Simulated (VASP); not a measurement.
Method: PBEsol GGA, VASP's PBE PAW potentials (set 64) (plane waves; VASP).

VASP ran on this input.

File POSCAR:
```
Cs
5.3538030
  0.9999999293   0.0000000000   0.0000000000
 -0.4999999647   0.8660254196   0.0000000000
  0.0000000000   0.0000000000   1.6347006829
Cs
2
direct
  0.3333330000   0.6666670000   0.2500000000
  0.6666670000   0.3333330000   0.7500000000
```

KPOINTS:
```
k-points along high-symmetry lines
10
Line-mode
Reciprocal
  0.000000   0.000000   0.000000 ! GAMMA
  0.500000   0.000000   0.000000 ! M

  0.500000   0.000000   0.000000 ! M
  0.333333   0.333333   0.000000 ! K

  0.333333   0.333333   0.000000 ! K
  0.000000   0.000000   0.000000 ! GAMMA

  0.000000   0.000000   0.000000 ! GAMMA
  0.000000   0.000000   0.500000 ! A

  0.000000   0.000000   0.500000 ! A
  0.500000   0.000000   0.500000 ! L

  0.500000   0.000000   0.500000 ! L
  0.333333   0.333333   0.500000 ! H

  0.333333   0.333333   0.500000 ! H
  0.000000   0.000000   0.500000 ! A

  0.500000   0.000000   0.500000 ! L
  0.500000   0.000000   0.000000 ! M

  0.333333   0.333333   0.500000 ! H
  0.333333   0.333333   0.000000 ! K
```

**INCAR**
```
SYSTEM = Cs
PREC = Accurate
ENCUT = 400
EDIFF = 1E-7
NELM = 100
ALGO = Normal
LREAL = .FALSE.
LASPH = .TRUE.
ISMEAR = 0
SIGMA = 0.05
GGA = PS
LMAXMIX = 4
LWAVE = .FALSE.
LCHARG = .FALSE.
LORBIT = 11
ICHARG = 11
```

POTCAR, in this order: Cs_sv (PBE.64 set). Program: vasp_std. Read from the step before: CHGCAR.

Output of the run:

### OSZICAR
```
       N       E                     dE             d eps       ncg     rms          rms(c)
DAV:   1     0.129357099678E+03    0.12936E+03   -0.54908E+03  2348   0.823E+02
DAV:   2     0.142362381739E+02   -0.11512E+03   -0.11105E+03  3723   0.165E+02
DAV:   3    -0.163980463780E+01   -0.15876E+02   -0.15676E+02  2830   0.664E+01
DAV:   4    -0.199109792378E+01   -0.35129E+00   -0.35075E+00  2980   0.117E+01
DAV:   5    -0.199376659154E+01   -0.26687E-02   -0.26685E-02  3055   0.103E+00
DAV:   6    -0.199379796215E+01   -0.31371E-04   -0.31370E-04  3025   0.127E-01
DAV:   7    -0.199379848710E+01   -0.52494E-06   -0.52494E-06  3050   0.157E-02
DAV:   8    -0.199379849623E+01   -0.91331E-08   -0.91815E-08  2431   0.231E-03
   1 F= -.19937985E+01 E0= -.19918855E+01  d E =-.382597E-02
```

**OUTCAR**
```
 val. band max:        0.6290437980   @ k =   0.0741   0.0741   0.0000

 cond. band min:       0.6473416136   @ k =   0.4259   0.1481   0.0000



 k-point     1 :       0.0000    0.0000    0.0000
  band No.  band energies     occupation
      1     -23.2906      2.00000
      2     -23.2826      2.00000
      3     -10.1693      2.00000
      4     -10.0257      2.00000
      5     -10.0257      2.00000
      6     -10.0033      2.00000
      7     -10.0033      2.00000
      8     -10.0030      2.00000
      9      -1.2284      2.00000
     10       0.4552      2.00000
     11       1.3351      0.00000
     12       2.9412      0.00000
     13       2.9455      0.00000

 k-point     2 :       0.0556    0.0000    0.0000
  band No.  band energies     occupation
      1     -23.2903      2.00000
      2     -23.2825      2.00000
      3     -10.1677      2.00000
      4     -10.0295      2.00000
      5     -10.0269      2.00000
      6     -10.0073      2.00000
      7     -10.0039      2.00000
      8     -10.0036      2.00000
      9      -1.1976      2.00000
     10       0.4886      1.99997
     11       1.3305      0.00000
     12       2.7867      0.00000
     13       3.0253      0.00000

 k-point     3 :       0.1111    0.0000    0.0000
  band No.  band energies     occupation
      1     -23.2897      2.00000
      2     -23.2822      2.00000
      3     -10.1628      2.00000
      4     -10.0407      2.00000
      5     -10.0304      2.00000
      6     -10.0189      2.00000
      7     -10.0057      2.00000
      8     -10.0055      2.00000
      9      -1.1067      2.00000
     10       0.5865      1.83633
     11       1.3182      0.00000
     12       2.5673      0.00000
     13       3.0467      0.00000

 k-point     4 :       0.1667    0.0000    0.0000
  band No.  band energies     occupation
      1     -23.2887      2.00000
      2     -23.2817      2.00000
      3     -10.1550      2.00000
      4     -10.0578      2.00000
...
```

The density is held fixed in this step, so its total energy and stress have no physical meaning. Unless said otherwise, spin-orbit coupling is left out, though it shifts the bands of the heavy elements here.

The structure was generated: Cs was put into the hcp type (P6_3/mmc), which need not be its known phase. It was relaxed first.
